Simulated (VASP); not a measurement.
A convergence study with VASP on MoS₂ (2H layered): a few settings are varied, all else stays as given below, so the limit is that of these other settings.

```
CELL_PARAMETERS angstrom
      1.58000    -2.73664     0.00000
      1.58000     2.73664     0.00000
      0.00000     0.00000    12.30000
ATOMIC_POSITIONS crystal
  Mo 0.33333 0.66667 0.25000
  Mo 0.66667 0.33333 0.75000
  S  0.33333 0.66667 0.87900
  S  0.66667 0.33333 0.37900
  S  0.66667 0.33333 0.12100
  S  0.33333 0.66667 0.62100
```

Computed with PBE GGA, VASP's PBE PAW potentials (set 64) (plane waves; VASP). The last row used: 550 eV cut-off, 15×15×3 Γ-centred mesh, second-order Methfessel-Paxton smearing of 0.40 eV, potentials Mo_sv S.

```
setting                                  E (eV/atom)  pressure (GPa)  largest force (eV/Å)  irreducible k-points
---------------------------------------  -----------  --------------  --------------------  --------------------
ISMEAR = -1, SIGMA = 0.01, 4×4×1 mesh        -7.2763            0.49                 0.504                     4
ISMEAR = -1, SIGMA = 0.2, 4×4×1 mesh         -7.2745            0.50                 0.503                     4
ISMEAR = 0, SIGMA = 0.01, 4×4×1 mesh         -7.2763            0.49                 0.504                     4
ISMEAR = 0, SIGMA = 0.2, 4×4×1 mesh          -7.2763            0.49                 0.504                     4
ISMEAR = 1, SIGMA = 0.01, 4×4×1 mesh         -7.2763            0.49                 0.504                     4
ISMEAR = 1, SIGMA = 0.2, 4×4×1 mesh          -7.2762            0.49                 0.504                     4
ISMEAR = 2, SIGMA = 0.01, 4×4×1 mesh         -7.2763            0.49                 0.504                     4
ISMEAR = 2, SIGMA = 0.2, 4×4×1 mesh          -7.2762            0.49                 0.504                     4
ISMEAR = -1, SIGMA = 0.05, 9×9×2 mesh        -7.2636            0.71                 0.434                    24
ISMEAR = -1, SIGMA = 0.2, 9×9×2 mesh         -7.2618            0.74                 0.430                    24
ISMEAR = 0, SIGMA = 0.05, 9×9×2 mesh         -7.2636            0.71                 0.434                    24
ISMEAR = 0, SIGMA = 0.2, 9×9×2 mesh          -7.2636            0.71                 0.434                    24
ISMEAR = 1, SIGMA = 0.05, 9×9×2 mesh         -7.2636            0.71                 0.434                    24
ISMEAR = 1, SIGMA = 0.2, 9×9×2 mesh          -7.2636            0.71                 0.434                    24
ISMEAR = 2, SIGMA = 0.05, 9×9×2 mesh         -7.2636            0.71                 0.434                    24
ISMEAR = 2, SIGMA = 0.2, 9×9×2 mesh          -7.2636            0.71                 0.434                    24
ISMEAR = -1, SIGMA = 0.05, 15×15×3 mesh      -7.2636            0.71                 0.434                    54
ISMEAR = -1, SIGMA = 0.4, 15×15×3 mesh       -7.2338            1.53                 0.345                    54
ISMEAR = 0, SIGMA = 0.05, 15×15×3 mesh       -7.2636            0.71                 0.434                    54
ISMEAR = 0, SIGMA = 0.4, 15×15×3 mesh        -7.2634            0.71                 0.433                    54
ISMEAR = 1, SIGMA = 0.05, 15×15×3 mesh       -7.2636            0.71                 0.434                    54
ISMEAR = 1, SIGMA = 0.4, 15×15×3 mesh        -7.2639            0.68                 0.443                    54
ISMEAR = 2, SIGMA = 0.05, 15×15×3 mesh       -7.2636            0.71                 0.434                    54
ISMEAR = 2, SIGMA = 0.4, 15×15×3 mesh        -7.2635            0.71                 0.432                    54
```

Left out are rungs that failed or repeat a setting and relaxations that didn't move; long series are thinned to 24 rows.

The compound is MoS2 in the 2H layered structure. The cell was not relaxed at this level, forces remain on its atoms.
